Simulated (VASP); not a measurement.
**Mg2C under changes of volume**

One of the cells (15.952 Å³/atom); the others are scaled copies at fixed shape and fractional positions:

```
CELL_PARAMETERS angstrom
3.13282 0.00000 0.00000
0.00000 3.53305 0.00000
0.00000 0.00000 4.32371
ATOMIC_POSITIONS crystal
Mg 0.50000 0.00000 0.00000
Mg 0.00000 0.50000 0.50000
C 0.50000 0.00000 0.50000
```

The cell was built by a generator and needn't be a form met in nature.

* Program: VASP 6.6.1
* Functional: PBE
* Potentials or basis: VASP PAW PBE potentials, release 64 (Mg, C)
* Cutoff: 520 eV
* k mesh: 9 × 8 × 6
* Occupations: fermi-dirac, width 0.05 eV
* Spin: no spin polarisation

```csv
volume (Å³/atom),energy over the lowest point (meV/atom),pressure (GPa)
14.701,12.53,5.1
15.014,4.49,3.2
15.327,0.00,1.5
15.952,0.31,-1.5
16.265,4.52,-2.8
16.578,?,?
```

Q: What does the run at 16.578 Å³/atom give?

A: Energy over the lowest point 11.09 meV/atom; pressure -4.0 GPa.

Worked out: A Birch-Murnaghan fit of order 3 (a polynomial in V^(-2/3)) to the other rows has its minimum at 15.62 Å³/atom with B0 = V·E''(V) = 74 GPa and B' = 4.1 at fixed shape and positions, which overstates the stiffness. It gives 11.09 meV/atom at 16.578 Å³/atom, against the run's 11.09, and -dE/dV = -3.9 GPa, against -4.0.

Energies are extrapolated to zero smearing.
